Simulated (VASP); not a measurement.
A convergence study with VASP on CsPbCl₃ (cubic perovskite): one setting is varied, all else stays as given below, so the limit is that of these other settings.

```
CsPbCl3
1.0
    5.61000     0.00000     0.00000
    0.00000     5.61000     0.00000
    0.00000     0.00000     5.61000
Cs Pb Cl
1 1 3
Direct
  0.00000   0.00000   0.00000
  0.50000   0.50000   0.50000
  0.50000   0.00000   0.50000
  0.00000   0.50000   0.50000
  0.50000   0.50000   0.00000
```

Computed with PBE GGA, VASP's PBE PAW potentials (set 64) (plane waves; VASP). The tightest run used: 550 eV cut-off, 13×13×13 Γ-centred mesh, Gaussian smearing of 0.050 eV, potentials Cs_sv Pb_d Cl.

The settings run are 1×1×1 mesh; 2×2×2 mesh; 3×3×3 mesh; 4×4×4 mesh; 5×5×5 mesh; 6×6×6 mesh; 7×7×7 mesh; 8×8×8 mesh; 9×9×9 mesh; 10×10×10 mesh; 11×11×11 mesh; 12×12×12 mesh; 13×13×13 mesh. From which on does the stress (every component) stay within 0.5 GPa of the tightest run?

From 3×3×3 mesh on: it is off by 0.27 there and by no more than 0.5 in any finer run, while 2×2×2 mesh is off by 1.32.
```csv
setting,E (eV/atom),pressure (GPa),irreducible k-points,difference judged (GPa)
1×1×1 mesh,-4.1686,-1.68,1,3.33
2×2×2 mesh,-3.3870,2.97,4,1.32
3×3×3 mesh,-3.5199,1.38,4,0.27
4×4×4 mesh,-3.4968,1.74,10,0.09
5×5×5 mesh,-3.5025,1.62,10,0.03
6×6×6 mesh,-3.5010,1.66,20,0.01
7×7×7 mesh,-3.5015,1.65,20,0.00
8×8×8 mesh,-3.5013,1.65,35,0.00
9×9×9 mesh,-3.5014,1.65,35,0.00
10×10×10 mesh,-3.5014,1.65,56,0.00
11×11×11 mesh,-3.5014,1.65,56,0.00
12×12×12 mesh,-3.5014,1.65,84,0.00
13×13×13 mesh,-3.5014,1.65,84,0.00
```

Left out are rungs that failed or repeat a setting and relaxations that didn't move; long series are thinned to 24 rows.

The compound is CsPbCl3 in the cubic perovskite structure, the ideal cubic form; the compound distorts at low or room temperature. The cell was not relaxed at this level.
